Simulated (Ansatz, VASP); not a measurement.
## Two plane-wave programs on NiMoIrPdW

Contents of INCAR:

```
PREC = Accurate
ENCUT = 520
EDIFF = 1E-7
ISMEAR = -1
SIGMA = 0.05
LREAL = False
LASPH = True
NELM = 150
ALGO = Normal
ISIF = 2
LWAVE = False
LCHARG = False
ISPIN = 2
MAGMOM = 1 1 0 0.6 0
LORBIT = 11
LMAXMIX = 4
GGA = PE
NBANDS = 40
KPAR = 4
```

The input KPOINTS:

```
Automatic mesh
0
Gamma
  7 7 5
```

File POSCAR:

```
NiMoIrPdW
1.0
    4.1188689601      0.0000000000      0.0000000000
   -2.0594344800      3.5670475959      0.0000000000
    0.0000000000      0.0000000000      5.3799379651
Ni Mo Pd Ir W
1 1 1 1 1
Direct
    0.0000000000      0.0000000000      0.0222100000
    0.6666700000      0.3333300000      0.4599600000
    0.3333300000      0.6666700000      0.7460100000
    0.3333300000      0.6666700000      0.2564100000
    0.6666700000      0.3333300000      0.9998500000
```

The input input.yaml:

```yaml
crystal:
  lattice:
    - [4.1188689601, 0.0, 0.0]
    - [-2.05943448, 3.5670475959, 0.0]
    - [0.0, 0.0, 5.3799379651]
  atoms:
    - { symbol: Ni, position: [0.0, 0.0, 0.02221], spin: 1.0 }
    - { symbol: Mo, position: [0.66667, 0.33333, 0.45996], spin: 1.0 }
    - { symbol: Pd, position: [0.33333, 0.66667, 0.74601] }
    - { symbol: Ir, position: [0.33333, 0.66667, 0.25641], spin: 0.6 }
    - { symbol: W, position: [0.66667, 0.33333, 0.99985] }
hamiltonian:
  xc: pbe
  pseudopotentials: { kind: paw }
magnetization:
  spin_polarized: true
kpoints:
  mp_grid: { grid: [7, 7, 5] }
scf:
  occupations: { method: fermi_dirac, width: 0.05 }
output:
  forces: true
  stress: true
  eigenvalues: true
```

Change from the starting cell: volume scaled by 0.98.

Alike in both runs: task single point; functional PBE; k mesh 7 × 7 × 5; occupations fermi-dirac, width 0.05 eV; collinear spin, ferromagnetic start.

|  | VASP | Ansatz |
| --- | --- | --- |
| version | VASP 6.6.1 | Ansatz 0.2.0 |
| potentials or method | VASP PAW PBE potentials, release 64 (Ni, Mo_sv, Pd, Ir, W_sv) | Ansatz PAW |
| plane-wave cutoff (eV) | 520 | 420 |
| valence electrons in the cell | 57 | 81 |

```csv
,VASP,Ansatz,Ansatz less VASP
gap on the k mesh at the Fermi level (eV),none,none,-
pressure (GPa),5.0,4.7,-0.27
largest component of the traceless stress (GPa),0.06,0.08,+0.017
rms of the force components (eV/Å),0.156,0.140,-0.0161
net moment per atom (μB),0.00,0.00,0.000
```

Atom by atom the forces differ by 0.017 eV/Å (rms over components). A gap of «none» marks a metal or a gap that the smearing closes. The two sets of potentials don't hold the same shells in valence.

Caveats: the starting moments weren't kept (Ansatz). Spin-orbit coupling is left out, which matters for the levels of Ir, W.
